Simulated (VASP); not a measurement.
Here is the system:

```
BN
1.0
    1.27124    -2.20185     0.00000
    1.27124     2.20185     0.00000
    0.00000     0.00000     4.20451
B N
2 2
Direct
  0.66667   0.33333   0.50021
  0.33333   0.66667   0.00021
  0.66667   0.33333   0.87479
  0.33333   0.66667   0.37479
```

Level of theory: PBE GGA with D4 dispersion, VASP's PBE PAW potentials (set 64) (plane waves; VASP 6.6.1). Settings: 520 eV cut-off, Gaussian smearing of 0.050 eV, potentials B N.

Problem. Give the energies of bands 3 to 11 at the high-symmetry points, in eV from the valence-band maximum.

Solution. 
```
band       Γ      M      K      A       L      H
----  ------  -----  -----  -----  ------  -----
3     -10.96  -9.52  -9.27  -5.73  -10.05  -8.86
4      -2.13  -7.82  -7.22  -5.73  -10.05  -8.86
5      -2.13  -6.93  -7.22  -1.18   -3.78  -7.77
6      -0.27  -5.01  -5.46  -1.18   -3.78  -7.77
7       0.00  -4.43  -5.44  -1.18   -3.58  -3.04
8       0.00  -2.12  -5.44  -1.18   -3.58  -3.04
9       8.39   6.73   5.19   9.53    6.61   9.36
10      8.39   7.98  13.53   9.53    6.61   9.36
11      8.64  10.63  13.53   9.95   10.07  10.21
```

The gap is indirect, 5.19 eV, from the valence maximum at Γ to the conduction minimum at K.

The compound is BN in the wurtzite structure, a metastable high-pressure form. It was relaxed first.
